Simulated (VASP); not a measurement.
Energy against volume of MgB2 (AlB2 type). Calculation: r2SCAN meta-GGA, VASP's PBE PAW potentials (set 64) (plane waves; VASP). Settings: 520 eV cut-off, 11×11×9 Γ-centred mesh, first-order Methfessel-Paxton smearing of 0.10 eV, potentials Mg B.

Shape and ions are relaxed at each volume.

| V (Å³/atom) | E (eV/atom) |
|---|---|
| 9.220 | -6.46254 |
| 9.505 | -6.46739 |
| 9.790 | -6.46413 |
| 10.075 | -6.45380 |

Task: Fit these four points and predict the energy of the run at 8.935 Å³/atom.

Result: A cubic in V^(−2/3), the third-order Birch-Murnaghan form, passes through the four points with V0 = 9.53 Å³/atom and B0 = 151 GPa, and gives -6.4483 eV/atom there. The run gave -6.4483 eV/atom, +0.0 meV/atom from the fit; all five points give B0 = 151 GPa.

The compound is MgB2 in the AlB2 type structure. It was relaxed first.
